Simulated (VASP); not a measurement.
A run of VASP 6.6.1 is set up as follows.

INCAR

```
PREC = Accurate
ENCUT = 520
EDIFF = 1E-7
ISMEAR = -1
SIGMA = 0.05
LREAL = False
LASPH = True
NELM = 60
ALGO = Normal
ISIF = 2
LWAVE = False
LCHARG = False
GGA = PE
NBANDS = 36
```

KPOINTS

```
regular mesh
0
Gamma
  7 7 7
```

POSCAR

```
Ti2B
1.0
   -2.8290690000      2.8290690000      2.3682650000
    2.8290690000     -2.8290690000      2.3682650000
    2.8290690000      2.8290690000     -2.3682650000
Ti B
4 2
Direct
    0.1644000000      0.3356000000      0.5000000000
    0.8356000000      0.6644000000      0.5000000000
    0.3356000000      0.8356000000      0.1712000000
    0.6644000000      0.1644000000      0.8288000000
    0.2500000000      0.2500000000      0.0000000000
    0.7500000000      0.7500000000      0.0000000000
```

Potentials or basis: VASP PAW PBE potentials, release 64 (Ti_sv, B).

The run is started by

```sh
$ cat potpaw_PBE.64/Ti_sv/POTCAR potpaw_PBE.64/B/POTCAR > POTCAR
$ mpirun -np 1 vasp_std > vasp.out
```

Task: Predict the pressure.

Result: 0.5 GPa.

Task: What does it give for the band gap on the k mesh?

Result: None (metal or under the smearing width).

Task: Estimate the largest force.

Result: 0.083 eV/Å.

Forces in eV/Å, atoms in the order of the input:
```
Ti  -0.059  0.059  0.000
Ti   0.059 -0.059  0.000
Ti  -0.059 -0.059  0.000
Ti   0.059  0.059  0.000
B    0.000  0.000  0.000
B    0.000  0.000  0.000
```
